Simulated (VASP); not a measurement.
Consider the following.

```
AlO4P
1.0
   -2.50440     2.50440     3.68059
    2.50440    -2.50440     3.68059
    2.50440     2.50440    -3.68059
Al P O
1 1 4
Direct
  0.00000   0.00000   0.00000
  0.75000   0.25000   0.50000
  0.96187   0.59866   0.82503
  0.40134   0.22637   0.36321
  0.77363   0.13684   0.17497
  0.86316   0.03813   0.63679
```

Method: LDA (Ceperley-Alder, Perdew-Zunger), VASP's LDA PAW potentials (set 64) (plane waves; VASP). Settings: 520 eV cut-off, 7×7×7 Γ-centred mesh, tetrahedra with Blöchl corrections, potentials Al P O.

The cores are frozen, which limits the accuracy of field gradients.

### Question
Give the principal components of the electric field gradient (V/Å²) and the asymmetry η at each nucleus.

### Answer

| atom | Vxx | Vyy | Vzz | η |
|---|---|---|---|---|
| Al1 | -0.4 | -0.4 | 0.8 | 0.00 |
| P2 | 0.9 | 0.9 | -1.7 | 0.00 |
| O3 | -53.2 | -42.5 | 95.7 | 0.11 |
| O4 | -53.2 | -42.5 | 95.7 | 0.11 |
| O5 | -53.2 | -42.5 | 95.7 | 0.11 |
| O6 | -53.2 | -42.5 | 95.7 | 0.11 |

The structure comes from a computed database's AlPO4 entry (I-4); how it stands against other phases isn't given here. It was relaxed first.
